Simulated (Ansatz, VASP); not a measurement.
Given: the input of a run of VASP 6.6.1 on EuMo.

INCAR

```
PREC = Accurate
ENCUT = 520
EDIFF = 1E-6
ISMEAR = -1
SIGMA = 0.05
LREAL = F
LASPH = T
NELM = 150
ALGO = Normal
ISIF = 2
LWAVE = F
LCHARG = F
ISPIN = 2
MAGMOM = 7 -0.5
LORBIT = 11
LMAXMIX = 6
METAGGA = R2SCAN
LMIXTAU = T
NBANDS = 26
```

File KPOINTS:

```
regular mesh
0
Gamma
  6 6 6
```

Contents of POSCAR:

```
EuMo
1.0
    3.5314500000      0.0000000000      0.0000000000
    0.0000000000      3.5314500000      0.0000000000
    0.0000000000      0.0000000000      3.5314500000
Eu Mo
1 1
Direct
    0.5000000000      0.5000000000      0.5000000000
    0.0000000000      0.0000000000      0.0000000000
```

Potentials or basis: VASP PAW PBE potentials, release 64 (Eu, Mo_sv).

The run is started by

```bash
$ cat potpaw_PBE.64/Eu/POTCAR potpaw_PBE.64/Mo_sv/POTCAR > POTCAR
$ mpirun -np 1 vasp_std > vasp.out
```

Task: Set up the same calculation for Ansatz 0.2.0. Potentials there: Ansatz PAW.

Result: As run (the cutoff follows the program's own potentials):

File input.yaml:

```yaml
crystal:
  lattice:
    - [3.53145, 0.0, 0.0]
    - [0.0, 3.53145, 0.0]
    - [0.0, 0.0, 3.53145]
  atoms:
    - { symbol: Eu, position: [0.5, 0.5, 0.5], spin: 7.0 }
    - { symbol: Mo, position: [0.0, 0.0, 0.0], spin: -0.5 }
hamiltonian:
  xc: r2scan
  pseudopotentials: { kind: paw }
magnetization:
  spin_polarized: true
kpoints:
  mp_grid: { grid: [6, 6, 6] }
scf:
  occupations: { method: fermi_dirac, width: 0.05 }
output:
  forces: true
  stress: true
  eigenvalues: true
```

Potentials or basis: Ansatz PAW.

Command:

```console
$ ansatz run input.yaml --threads 2 --pin off --max-ram 5632MiB --backend cpu --events-out ev --progress --plain --runs-dir out
```

Both were run:

|  | VASP | Ansatz | Ansatz less VASP |
| --- | --- | --- | --- |
| gap on the k mesh at the Fermi level (eV) | none | none | - |
| pressure (GPa) | 6.0 | 6.0 | -0.05 |
| net moment per atom (μB) | 2.05 | 2.05 | +0.001 |
| size of the moment on the site where the two differ most (μB) | 6.26 | 6.49 | +0.233 |

Site moments also hang on the region over which each program counts them. A gap of «none» marks a metal or a gap that the smearing closes.

Caveats: spin-orbit coupling is left out, which moves the levels of the heavy elements; without U or exact exchange the open f shell lies at the Fermi level, which spoils levels, moments and volumes; the PAW data sets were made with another functional, which shifts forces and pressure a little (VASP); the magnetic or orbital state may not be the lowest (Ansatz); the PAW data sets come from PBE, with cores solved anew for the run's functional, which leaves a small shift of forces and pressure (Ansatz). The state reached can hang on the start; a lower one may exist.
